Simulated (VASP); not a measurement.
# WF6 in VASP: notebook

The runs below take WF6 through relaxation of the atoms, single point, with PBE+D3(BJ), PBE.

Program: VASP 6.6.1. These are calculated values, not measurements. Logs are shortened: lines on timing, memory, paths and dates and some standing lists are left out, and cuts for length are marked.

## Step 1: The molecule as given

The cell holds a molecule in a box, 7 atoms: a = 14.095 Å, b = 14.595 Å, c = 15.095 Å, α = 90.00°, β = 90.00°, γ = 90.00°.

## Step 2: Relaxation of the atoms, PBE+D3(BJ)

INCAR

```
ALGO     = Normal         # electronic algorithm
EDIFF    = 1E-6           # SCF threshold, eV
EDIFFG   = -0.03          # ionic threshold
ENCUT    = 400            # plane-wave cutoff, eV
GGA      = PE             # functional
IBRION   = 2              # ionic algorithm
ISIF     = 2              # what is computed and relaxed
ISMEAR   = 0              # smearing method
ISYM     = 0            
IVDW     = 12             # dispersion correction
LASPH    = T              # aspherical terms in the spheres
LCHARG   = F              # write CHGCAR
LREAL    = F              # projectors in reciprocal space
LWAVE    = F              # write WAVECAR
NELM     = 60             # most SCF steps
NSW      = 120            # ionic steps
PREC     = Accurate       # precision mode
SIGMA    = 0.01           # smearing width, eV
```

KPOINTS

```
k-points
0
Gamma
  1 1 1
```

POSCAR

```
WF6
1.0
   14.0953369171      0.0000000000      0.0000000000
    0.0000000000     14.5953369171      0.0000000000
    0.0000000000      0.0000000000     15.0953369171
W F
1 6
Selective dynamics
Direct
    0.5000000442      0.5034256827      0.4999998632  F F F
    0.5148331345      0.4028985589      0.4280466135  T T T
    0.4774642412      0.4276604266      0.5949066983  T T T
    0.5225349443      0.5791911418      0.4050932585  T T T
    0.4851677508      0.6039533874      0.5719531442  T T T
    0.3724635474      0.5051215971      0.4748621644  T T T
    0.6275363377      0.5017294672      0.5251382580  T T T
```

Potentials or basis: VASP PAW PBE potentials, release 64 (W_sv, F).

Command:

```console
$ cat potpaw_PBE.64/W_sv/POTCAR potpaw_PBE.64/F/POTCAR > POTCAR
$ mpirun -np 1 vasp_gam > vasp.out
```

OUTCAR:

```text
EDIFF = 1E-6
   EDIFFG = -0.03
   ENCUT = 400
   GGA = PE
   IBRION = 2
   ISIF = 2
   ISMEAR = 0
   ISYM = 0
   IVDW = 12
   LASPH = T
   LREAL = F
   NELM = 60
   NSW = 120
   PREC = Accurate
 IVDW          = 12

 ion  position               nearest neighbor table
   1  0.500  0.503  0.500-   2 1.84   4 1.84   7 1.84   6 1.84   3 1.84   5 1.84
   2  0.515  0.403  0.428-   1 1.84
   3  0.477  0.428  0.595-   1 1.84
   4  0.523  0.579  0.405-   1 1.84
   5  0.485  0.604  0.572-   1 1.84
   6  0.372  0.505  0.475-   1 1.84
   7  0.628  0.502  0.525-   1 1.84

IMPORTANT INFORMATION: All symmetrisations will be switched off!
NOSYMM: (Re-)initialisation of all symmetry stuff for point group C_1.

----------------------------------------------------------------------------------------

                                     Primitive cell

  volume of cell :    3105.5062

  direct lattice vectors                    reciprocal lattice vectors
    14.095336917  0.000000000  0.000000000     0.070945449  0.000000000  0.000000000
     0.000000000 14.595336917  0.000000000     0.000000000  0.068515034  0.000000000
     0.000000000  0.000000000 15.095336917     0.000000000  0.000000000  0.066245623

  length of vectors
    14.095336917 14.595336917 15.095336917     0.070945449  0.068515034  0.066245623

  position of ions in fractional coordinates (direct lattice)
     0.500000044  0.503425683  0.499999863
     0.514833135  0.402898559  0.428046614
     0.477464241  0.427660427  0.594906698
     0.522534944  0.579191142  0.405093259
     0.485167751  0.603953387  0.571953144
     0.372463547  0.505121597  0.474862164
     0.627536338  0.501729467  0.525138258

  ion indices of the primitive-cell ions
   primitive index   ion index
                 1           1
                 2           2
                 3           3
                 4           4
                 5           5
                 6           6
                 7           7

----------------------------------------------------------------------------------------

 KPOINTS: k-points

Automatic generation of k-mesh.
 Grid dimensions read from file:
 generate k-points for:    1    1    1

 Generating k-lattice:

  Cartesian coordinates                     Fractional coordinates (reciprocal lattice)
     0.070945449  0.000000000  0.000000000     1.000000000  0.000000000  0.000000000
     0.000000000  0.068515034  0.000000000     0.000000000  1.000000000  0.000000000
     0.000000000  0.000000000  0.066245623     0.000000000  0.000000000  1.000000000

  Length of vectors
     0.070945449  0.068515034  0.066245623

  Shift w.r.t. Gamma in fractional coordinates (k-lattice)
     0.000000000  0.000000000  0.000000000

 Subroutine IBZKPT returns following result:
 ===========================================

 Found      1 irreducible k-points:

 Following reciprocal coordinates:
            Coordinates               Weight
  0.000000  0.000000  0.000000      1.000000
   k-points           NKPTS =      1   k-points in BZ     NKDIM =      1   number of bands    NBANDS=     33
   number of dos      NEDOS =    301   number of ions     NIONS =      7
   total plane-waves  NPLWV = 903168
   dimension x,y,z NGX =    96 NGY =   96 NGZ =   98
   dimension x,y,z NGXF=   192 NGYF=  192 NGZF=  196
   ions per type =               1   6
   NGX,Y,Z   is equivalent  to a cutoff of  11.32, 10.93, 10.79 a.u.
   NGXF,Y,Z  is equivalent  to a cutoff of  22.65, 21.87, 21.59 a.u.
 SYSTEM =  unknown system
   PREC   = accura    normal or accurate (medium, high low for compatibility)
   ISTART =      0    job   : 0-new  1-cont  2-samecut
   ICHARG =      2    charge: 1-file 2-atom 10-const
   ISPIN  =      1    spin polarized calculation?
   LNONCOLLINEAR =      F non collinear calculations
   LSORBIT =      F    spin-orbit coupling
   LASPH  =      T    aspherical Exc in radial PAW
   ENCUT  =  400.0 eV  29.40 Ry    5.42 a.u.  22.99 23.80 24.62*2*pi/ulx,y,z
   NELM   =     60;   NELMIN=  2; NELMDL= -5     # of ELM steps
   EDIFF  = 0.1E-05   stopping-criterion for ELM
   LREAL  =      F    real-space projection
   EDIFFG = -.3E-01   stopping-criterion for IOM
   NSW    =    120    number of steps for IOM
   IBRION =      2    ionic relax: 0-MD 1-quasi-New 2-CG
   NFREE  =      1    steps in history (QN), initial steepest desc. (CG)
   ISIF   =      2    stress and relaxation
   ISYM   =      0    0-nonsym 1-usesym 2-fastsym
   POTIM  = 0.5000    time-step for ionic-motion
   TEBEG  =    0.0;   TEEND  =   0.0 temperature during run
   PSTRESS=    0.0 pullay stress
   NELECT =      56.0000    total number of electrons
   NUPDOWN=      -1.0000    fix difference up-down
   EMIN   =  10.00;   EMAX   =-10.00  energy-range for DOS
   EFERMI =   0.00;   METHOD = LEGACY
   ISMEAR =     0;   SIGMA  =   0.01  broadening in eV -4-tet -1-fermi 0-gaus
   EFERMI_NEDOS =   21; number of points for ismear=-14 and -15
   IALGO  =     38    algorithm
   IMIX   =      4    mixing-type and parameters
     AMIX     =   0.40;   BMIX     =  1.00
     AMIX_MAG =   1.60;   BMIX_MAG =  1.00
  volume/ion in A,a.u.               =     443.64      2993.86
  Fermi-wavevector in a.u.,A,eV,Ry     =   0.429299  0.811258  2.507523  0.184298
  Thomas-Fermi vector in A             =   1.397121
   LORBIT       =      0    0 simple, 1 ext, 2 COOP (PROOUT), +10 PAW based schemes
   GGA     = PE    functional components
   LHFCALC =     F    Hartree Fock is set to
   AEXX    =    0.0000 exact exchange contribution
   IVDW    =    12    specifies the selected vdW correction
   LEPSILON=     F    determine dielectric tensor
   LRPA    =     F    only Hartree local field effects (RPA)
 conjugate gradient relaxation of ions
 non-spin polarized calculation
 Gauss-broadening in eV      SIGMA  =   0.01
  energy-cutoff  :      400.00
  volume of cell :     3105.51
 maximum number of plane-waves:     28182
 NGX is ok and might be reduce to    90
   NGX = 45   NGY = 47   NGZ = 49

--------------------------------------- Ionic step        1  -------------------------------------------

 number of electron      56.0000063 magnetization

 Free energy of the ion-electron system (eV)
  ---------------------------------------------------
  ext. energy  EPLUGINS =         0.00000000
  ---------------------------------------------------
  free energy    TOTEN  =       -42.46745792 eV

  energy without entropy =      -42.46745792  energy(sigma->0) =      -42.46745792

------------------------ aborting loop because EDIFF is reached ----------------------------------------

 Edisp (eV)   -0.12925

 E8    (eV) :    -0.0469

  FORCE on cell =-STRESS in cart. coord.  units (eV):
  Direction    XX          YY          ZZ          XY          YZ          ZX
  --------------------------------------------------------------------------------------
  -------------------------------------------------------------------------------------
  Total      -3.24130    -3.13605    -3.07203    -0.00109     0.00031     0.00111
  in kB      -1.67224    -1.61793    -1.58491    -0.00056     0.00016     0.00057
  external pressure =       -1.63 kB  Pullay stress =        0.00 kB

 VOLUME and BASIS-vectors are now :
 -----------------------------------------------------------------------------
  energy-cutoff  :      400.00
  volume of cell :     3105.51
      direct lattice vectors                 reciprocal lattice vectors
    14.095336917  0.000000000  0.000000000     0.070945449  0.000000000  0.000000000
     0.000000000 14.595336917  0.000000000     0.000000000  0.068515034  0.000000000
     0.000000000  0.000000000 15.095336917     0.000000000  0.000000000  0.066245623

 POSITION                                       TOTAL-FORCE (eV/Angst)
 -----------------------------------------------------------------------------------
      7.04767      7.34767      7.54767        -0.000125      0.000277      0.000301
      7.25675      5.88044      6.46151         0.125443     -0.887341     -0.656276
      6.73002      6.24185      8.98032        -0.194385     -0.669069      0.867234
      7.36531      8.45349      6.11502         0.194082      0.669232     -0.866935
      6.83860      8.81490      8.63383        -0.125241      0.887886      0.655414
      5.25000      7.37242      7.16820        -1.086329      0.015120     -0.229253
      8.84534      7.32291      7.92714         1.086555     -0.016107      0.229516
 -----------------------------------------------------------------------------------
    total drift:                                0.000148     -0.002055     -0.000661

  FREE ENERGIE OF THE ION-ELECTRON SYSTEM (eV)
  ---------------------------------------------------
  free  energy   TOTEN  =       -42.5967061347 eV

  energy  without entropy=      -42.5967061347  energy(sigma->0) =      -42.59670613

--------------------------------------- Ionic step        2  -------------------------------------------

 number of electron      56.0000012 magnetization

------------------------ aborting loop because EDIFF is reached ----------------------------------------

 Edisp (eV)   -0.12707

 E8    (eV) :    -0.0463

  FORCE on cell =-STRESS in cart. coord.  units (eV):
  Direction    XX          YY          ZZ          XY          YZ          ZX
  --------------------------------------------------------------------------------------
  -------------------------------------------------------------------------------------
  Total     -10.72595   -10.62368   -10.55856    -0.00341     0.00407     0.00245
  in kB      -5.53368    -5.48092    -5.44732    -0.00176     0.00210     0.00127
  external pressure =       -5.49 kB  Pullay stress =        0.00 kB

 VOLUME and BASIS-vectors are now :
 -----------------------------------------------------------------------------
  energy-cutoff  :      400.00
  volume of cell :     3105.51
      direct lattice vectors                 reciprocal lattice vectors
    14.095336917  0.000000000  0.000000000     0.070945449  0.000000000  0.000000000
     0.000000000 14.595336917  0.000000000     0.000000000  0.068515034  0.000000000
     0.000000000  0.000000000 15.095336917     0.000000000  0.000000000  0.066245623

 POSITION                                       TOTAL-FORCE (eV/Angst)
 -----------------------------------------------------------------------------------
      7.04767      7.34767      7.54767         0.000259     -0.000328      0.000229
      7.26280      5.83763      6.42985        -0.100763      0.705140      0.521813
      6.72064      6.20957      9.02215         0.152735      0.533600     -0.692002
      7.37467      8.48578      6.07320        -0.152433     -0.530650      0.691483
      6.83256      8.85774      8.66544         0.100348     -0.706491     -0.521913
      5.19759      7.37315      7.15714         0.860224     -0.011683      0.183656
      8.89775      7.32213      7.93821        -0.860371      0.010412     -0.183267
 -----------------------------------------------------------------------------------
    total drift:                               -0.000636      0.000227      0.000144

  FREE ENERGIE OF THE ION-ELECTRON SYSTEM (eV)
  ---------------------------------------------------
  free  energy   TOTEN  =       -42.6171004441 eV

  energy  without entropy=      -42.6171004441  energy(sigma->0) =      -42.61710044

--------------------------------------- Ionic step        3  -------------------------------------------

 number of electron      56.0000035 magnetization

 Free energy of the ion-electron system (eV)
  ---------------------------------------------------
  ext. energy  EPLUGINS =         0.00000000
  ---------------------------------------------------
  free energy    TOTEN  =       -42.55894040 eV

  energy without entropy =      -42.55894040  energy(sigma->0) =      -42.55894040

 E-fermi : -10.2902     XC(G=0):  -0.5557

 val. band max:      -10.4932897492   @ k =   0.0000   0.0000   0.0000
 cond. band min:      -5.3312681010   @ k =   0.0000   0.0000   0.0000
 fundamental gap:      5.1620216482
 Fermi energy:       -10.2901991002

 k-point     1 :       0.0000    0.0000    0.0000
  band No.  band energies     occupation
      1     -84.1076      2.00000
      2     -48.3101      2.00000
      3     -48.3100      2.00000
      4     -48.3099      2.00000
      5     -30.8486      2.00000
      6     -30.6518      2.00000
[... 25 lines left out ...]
     32      -0.5910      0.00000
     33      -0.4381      0.00000

------------------------ aborting loop because EDIFF is reached ----------------------------------------

 Edisp (eV)   -0.12813

 E8    (eV) :    -0.0466

  FORCE on cell =-STRESS in cart. coord.  units (eV):
  Direction    XX          YY          ZZ          XY          YZ          ZX
  --------------------------------------------------------------------------------------
  -------------------------------------------------------------------------------------
  Total      -7.35158    -7.24677    -7.18303    -0.00212     0.00246     0.00159
  in kB      -3.79279    -3.73872    -3.70583    -0.00109     0.00127     0.00082
  external pressure =       -3.75 kB  Pullay stress =        0.00 kB

 VOLUME and BASIS-vectors are now :
 -----------------------------------------------------------------------------
  energy-cutoff  :      400.00
  volume of cell :     3105.51
      direct lattice vectors                 reciprocal lattice vectors
    14.095336917  0.000000000  0.000000000     0.070945449  0.000000000  0.000000000
     0.000000000 14.595336917  0.000000000     0.000000000  0.068515034  0.000000000
     0.000000000  0.000000000 15.095336917     0.000000000  0.000000000  0.066245623

 POSITION                                       TOTAL-FORCE (eV/Angst)
 -----------------------------------------------------------------------------------
      7.04767      7.34767      7.54767         0.000046      0.000167      0.000065
      7.25989      5.85822      6.44507        -0.000599     -0.001359      0.001076
      6.72515      6.22509      9.00204        -0.001033     -0.000315      0.001532
      7.37017      8.47025      6.09331         0.001358      0.000363     -0.001617
      6.83547      8.83714      8.65024         0.000303      0.001203     -0.000612
      5.22279      7.37280      7.16246        -0.000403      0.000567     -0.000221
      8.87255      7.32251      7.93289         0.000328     -0.000625     -0.000222
 -----------------------------------------------------------------------------------
    total drift:                                0.000262     -0.002781      0.001394

  FREE ENERGIE OF THE ION-ELECTRON SYSTEM (eV)
  ---------------------------------------------------
  free  energy   TOTEN  =       -42.6870712327 eV

  energy  without entropy=      -42.6870712327  energy(sigma->0) =      -42.68707123

 reached required accuracy - stopping structural energy minimisation
```

Run time: 11 min. Hardware: 1 thread of Intel Xeon Platinum 8375C at 2.90GHz (Ice Lake), shared host; peak memory 1.5 GiB.

Results:

| Property | Result |
| --- | --- |
| Free energy | -42.6871 eV |
| Energy gained by relaxing | 12.9 meV/atom |
| Ionic steps | 3 |
| Gap between the frontier levels | 5.16 eV |
| Dispersion energy per atom | -0.018 eV |

The path:
| step | energy change (eV) | largest force (eV/Å) | pressure (GPa) |
| --- | --- | --- | --- |
| 1 | 0.0000 | 1.1124 | -0.16 |
| 2 | -0.0204 | 0.8871 | -0.55 |
| 3 | -0.0904 | 0.0021 | -0.37 |

Final structure:
```yaml
crystal:
  lattice:
    - [14.09534, 0.00000, 0.00000]
    - [0.00000, 14.59534, 0.00000]
    - [0.00000, 0.00000, 15.09534]
  atoms:
    - { symbol: W, position: [0.50000, 0.50343, 0.50000] }
    - { symbol: F, position: [0.51506, 0.40138, 0.42696] }
    - { symbol: F, position: [0.47712, 0.42651, 0.59635] }
    - { symbol: F, position: [0.52288, 0.58034, 0.40365] }
    - { symbol: F, position: [0.48495, 0.60548, 0.57304] }
    - { symbol: F, position: [0.37053, 0.50515, 0.47448] }
    - { symbol: F, position: [0.62947, 0.50170, 0.52552] }
```

Caveat: the cutoff is under 1.25 times the usual one of these potentials, so pressure, stress and relaxed cells hold a basis-set (Pulay) error; spin-orbit coupling is left out, which moves the levels of the heavy elements. PBE gaps usually lie below the measured ones, often by a third to a half.

(Part 1 of 2 ends here.)
